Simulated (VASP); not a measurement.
VASP ran on this input.

POSCAR:
```
ScPtO2
1
    1.5459355772     0.8925462099     6.1139201293
   -1.5459355772     0.8925462099     6.1139201293
   -0.0000000000    -1.7850924198     6.1139201293
Pt Sc O
1 1 2
Direct
  0.0000000000   0.0000000000   0.0000000000
  0.5000000000   0.5000000000   0.5000000000
  0.1092038653   0.1092038653   0.1092038653
  0.8907961347   0.8907961347   0.8907961347
```

INCAR:
```
! general
SYSTEM   =  ScPtO2
PREC     =  Accurate
ENCUT    =  520
LREAL    =  .FALSE.
LASPH    =  .TRUE.

! electronic loop
EDIFF    =  1E-6
NELM     =  100
ALGO     =  Normal
LMAXMIX  =  6

! smearing
ISMEAR   =  1
SIGMA    =  0.1

! functional
GGA      =  PS

! ions
IBRION   =  2
NSW      =  60
ISIF     =  3
EDIFFG   =  -0.02

! output
LWAVE    =  .FALSE.
LCHARG   =  .FALSE.
```

KPOINTS:
```
Automatic mesh
0
gamma
 10 10 10
0 0 0
```

POTCAR, in this order: Pt Sc_sv O (PBE.64 set). Program: vasp_std.

Write an equivalent input for Ansatz.

One equivalent input (not run):
Ansatz 0.2 input:
```yaml
crystal:
  lattice:
    - [1.5459356, 0.8925462, 6.1139201]
    - [-1.5459356, 0.8925462, 6.1139201]
    - [0.0000000, -1.7850924, 6.1139201]
  atoms:
    - { symbol: Pt, position: [0.0000000, 0.0000000, 0.0000000] }
    - { symbol: Sc, position: [0.5000000, 0.5000000, 0.5000000] }
    - { symbol: O, position: [0.1092039, 0.1092039, 0.1092039] }
    - { symbol: O, position: [0.8907961, 0.8907961, 0.8907961] }
kpoints:
  mp_grid: { grid: [10, 10, 10] }
hamiltonian:
  xc: pbesol
  pseudopotentials: { kind: paw }
scf:
  occupations: { method: methfessel_paxton, width: 0.1 }
  max_iter: 100
relax:
  max_steps: 60
  f_tol: 0.02
  cell: {}
output: { forces: true, stress: true, eigenvalues: true }
```
The two are equivalent in intent, not identical: each code has its own PAW files, so the cut-off isn't converted (ENCUT is set for VASP's; basis.ecutwfc is left out, and Ansatz then takes the one that its files recommend); Ansatz stops its SCF on the density residual and VASP on the energy change (EDIFF).

The structure was generated: ScPtO2 was put into the delafossite type (R-3m), which need not be its known phase. This run relaxes it. Symmetry was kept, so distortions that lower it aren't found. The start is the result of an earlier pass.
